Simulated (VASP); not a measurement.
These are PW91 GGA, VASP's PBE PAW potentials (set 64) (plane waves; VASP 6.6.1) values and carry that method's errors.

VASP input:

POSCAR:
```
MoS2
1
    1.5954871218    -2.7634644744     0.0000000000
    1.5954871218     2.7634644744    -0.0000000000
    0.0000000000    -0.0000000000    14.5905221921
Mo S
2 4
Direct
  0.3333330000   0.6666670000   0.2500000000
  0.6666670000   0.3333330000   0.7500000000
  0.3333330000   0.6666670000   0.8570734458
  0.6666670000   0.3333330000   0.3570734458
  0.6666670000   0.3333330000   0.1429265542
  0.3333330000   0.6666670000   0.6429265542
```

### INCAR
```
! general
SYSTEM =MoS2
PREC   =Accurate
ENCUT  =520   ! plane-wave cut-off (eV)
LREAL  =.FALSE.
LASPH  =.TRUE.
ICHARG =11

! electronic loop
EDIFF  =1E-7
NELM   =100
ALGO   =Normal   ! blocked Davidson
LMAXMIX=4   ! l cut-off of mixed one-centre charges

! smearing
ISMEAR =0
SIGMA  =0.05   ! width (eV)

! functional
GGA    =91

! output
LWAVE  =.FALSE.
LCHARG =.FALSE.
LORBIT =11   ! lm-projected
```

KPOINTS:
```
k-points along high-symmetry lines
10
Line-mode
Reciprocal
  0.000000   0.000000   0.000000 ! GAMMA
  0.000000   0.500000   0.000000 ! M

  0.000000   0.500000   0.000000 ! M
 -0.333333   0.666667   0.000000 ! K

 -0.333333   0.666667   0.000000 ! K
  0.000000   0.000000   0.000000 ! GAMMA

  0.000000   0.000000   0.000000 ! GAMMA
  0.000000   0.000000   0.500000 ! A

  0.000000   0.000000   0.500000 ! A
  0.000000   0.500000   0.500000 ! L

  0.000000   0.500000   0.500000 ! L
 -0.333333   0.666667   0.500000 ! H

 -0.333333   0.666667   0.500000 ! H
  0.000000   0.000000   0.500000 ! A

  0.000000   0.500000   0.500000 ! L
  0.000000   0.500000   0.000000 ! M

 -0.333333   0.666667   0.500000 ! H
 -0.333333   0.666667   0.000000 ! K
```

POTCAR, in this order: Mo_sv S (PBE.64 set). Program: vasp_std. Read from the step before: CHGCAR.

The run wrote:

**OUTCAR**
```
 ion  position               nearest neighbor table
   1  0.333  0.667  0.250-   4 2.42   5 2.42   4 2.42   5 2.42   4 2.42   5 2.42
   2  0.667  0.333  0.750-   3 2.42   6 2.42   3 2.42   6 2.42   3 2.42   6 2.42
   3  0.333  0.667  0.857-   2 2.42   2 2.42   2 2.42
   4  0.667  0.333  0.357-   1 2.42   1 2.42   1 2.42
   5  0.667  0.333  0.143-   1 2.42   1 2.42   1 2.42
   6  0.333  0.667  0.643-   2 2.42   2 2.42   2 2.42
  LATTYP: Found a hexagonal cell.
 ALAT       =     3.1909739982
 C/A-ratio  =     4.5724353130
 Subroutine PRICEL returns:
 Original cell was already a primitive cell.
 Subroutine GETGRP returns: Found 24 space group operations
The static configuration has the point symmetry D_3d.
 The point group associated with its full space group is D_6h.
The dynamic configuration has the point symmetry D_3d.
 Subroutine INISYM returns: Found 24 space group operations
   k-points           NKPTS =     90   k-points in BZ     NKDIM =     90   number of bands    NBANDS=     31
   number of dos      NEDOS =    301   number of ions     NIONS =      6
   total plane-waves  NPLWV =  64512
   dimension x,y,z NGX =    24 NGY =   24 NGZ =  112
   dimension x,y,z NGXF=    48 NGYF=   48 NGZF=  224
   ions per type =               2   4
   PREC   = accura    normal or accurate (medium, high low for compatibility)
   ISTART =      0    job   : 0-new  1-cont  2-samecut
...
```

OSZICAR:
```
       N       E                     dE             d eps       ncg     rms          rms(c)
DAV:   1     0.449327142030E+03    0.44933E+03   -0.29605E+04  6412   0.155E+03
DAV:   2    -0.178355140185E+02   -0.46716E+03   -0.45638E+03  7001   0.386E+02
DAV:   3    -0.421020029746E+02   -0.24266E+02   -0.23928E+02  7220   0.759E+01
DAV:   4    -0.427740827995E+02   -0.67208E+00   -0.66961E+00  7059   0.122E+01
DAV:   5    -0.427958384081E+02   -0.21756E-01   -0.21743E-01  7607   0.203E+00
DAV:   6    -0.427963635507E+02   -0.52514E-03   -0.52493E-03  7255   0.300E-01
DAV:   7    -0.427963822198E+02   -0.18669E-04   -0.18665E-04  7780   0.454E-02
DAV:   8    -0.427963826809E+02   -0.46109E-06   -0.46101E-06  7003   0.676E-03
DAV:   9    -0.427963826988E+02   -0.17866E-07   -0.17853E-07  5132   0.118E-03
   1 F= -.42796383E+02 E0= -.42796383E+02  d E =-.540304E-24
```

OUTCAR:
```
 val. band max:        4.8941968865   @ k =   0.0000   0.0000   0.0000

 cond. band min:       6.2938617525   @ k =  -0.3333   0.6667   0.1111



 k-point     1 :       0.0000    0.0000    0.0000
  band No.  band energies     occupation
      1     -56.0323      2.00000
      2     -56.0322      2.00000
      3     -30.2889      2.00000
      4     -30.2889      2.00000
      5     -30.0923      2.00000
      6     -30.0923      2.00000
      7     -30.0923      2.00000
      8     -30.0923      2.00000
      9      -9.3713      2.00000
     10      -9.3458      2.00000
     11      -8.0927      2.00000
     12      -8.0468      2.00000
     13      -1.0042      2.00000
     14      -0.8064      2.00000
     15       2.0512      2.00000
     16       2.0512      2.00000
     17       2.0520      2.00000
     18       2.0520      2.00000
     19       2.5956      2.00000
     20       3.1444      2.00000
     21       3.1445      2.00000
     22       3.1473      2.00000
     23       3.1473      2.00000
     24       3.2481      2.00000
     25       4.4700      2.00000
     26       4.8942      2.00000
     27       7.3933      0.00000
     28       7.3944      0.00000
     29       7.3955      0.00000
     30       7.3992      0.00000
     31       7.6356      0.00000

 k-point     2 :       0.0000    0.0556    0.0000
  band No.  band energies     occupation
      1     -56.0311      2.00000
      2     -56.0311      2.00000
      3     -30.2867      2.00000
      4     -30.2867      2.00000
      5     -30.1035      2.00000
      6     -30.1035      2.00000
      7     -30.0949      2.00000
      8     -30.0949      2.00000
      9      -9.3261      2.00000
     10      -9.3007      2.00000
     11      -8.0738      2.00000
     12      -8.0286      2.00000
     13      -0.9516      2.00000
     14      -0.7541      2.00000
     15       1.9478      2.00000
     16       1.9488      2.00000
     17       2.0986      2.00000
     18       2.0995      2.00000
...
```

The density is held fixed in this step, so its total energy and stress have no physical meaning. Without a dispersion term in the relaxation, distances and binding between the weakly bound layers, chains or molecules are unreliable, and so is what depends on them.

The compound is MoS2 in the 2H layered structure. It was relaxed first, which changed the volume by +21 %.
